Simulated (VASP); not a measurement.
The cell holds one Rb (bcc) (110) slab, with vacuum along c, ions free to move until forces fall under 0.03 eV/Å, no reconstruction beyond this cell, dipole correction on.

```yaml
crystal:
  lattice:
    - [4.82924, 0.00000, 0.00000]
    - [-1.60975, 4.55305, 0.00000]
    - [0.00000, 0.00000, 26.63360]
  atoms:
    - { symbol: Rb, position: [0.50000, 0.50000, 0.35195] }
    - { symbol: Rb, position: [0.00000, 0.00000, 0.50000] }
    - { symbol: Rb, position: [0.50000, 0.50000, 0.64805] }
```

These are PBEsol GGA, VASP's PBE PAW potentials (set 64) (plane waves; VASP) values and carry that method's errors. Settings: 400 eV cut-off, 6×6×1 Γ-centred mesh, first-order Methfessel-Paxton smearing of 0.10 eV, potentials Rb_sv.

Slab and bulk use different k-meshes, so the surface energy is good to a few per cent at best.

Predict its surface energy, work function, band gap (on the k-mesh).

```yaml
surface_energy: 0.09 J/m^2
work_function: 2.27 eV
band gap (on the k-mesh): none (metal, semimetal or under 0.01 eV)
```

The cell is a thin slab with vacuum, built from Rb (bcc): (110) face.
